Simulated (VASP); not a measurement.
Given:

```xyz
2
Lattice="0.0000 3.0166 3.0166 3.0166 0.0000 3.0166 3.0166 3.0166 0.0000" Properties=species:S:1:pos:R:3 pbc="T T T"
Cd     0.0000     0.0000     0.0000
Se     1.5083     1.5083     1.5083
```

These are PBEsol GGA, VASP's PBE PAW potentials (set 64) (plane waves; VASP 6.6.1) values and carry that method's errors. Numerical set-up: 520 eV cut-off, 8×8×8 Γ-centred mesh, Gaussian smearing of 0.050 eV, potentials Cd Se.

Q: What does the run give for the energy per atom (σ→0), pressure, band gap (on the k-mesh) with the smallest direct gap where there is one?

A: 
| Item | Value |
|---|---|
| band gap (on the k-mesh) | 0.53 eV |
| smallest direct gap (on the k-mesh) | 0.53 eV |
| energy per atom (σ→0) | -3084 meV/atom |
| pressure | 1.70 GPa |

Only differences to runs with the same potentials and settings are physical.

The compound is CdSe in the zinc blende structure, whereas wurtzite is the usual form. This cell is one point of a volume scan, at 0.97 of the reference volume.
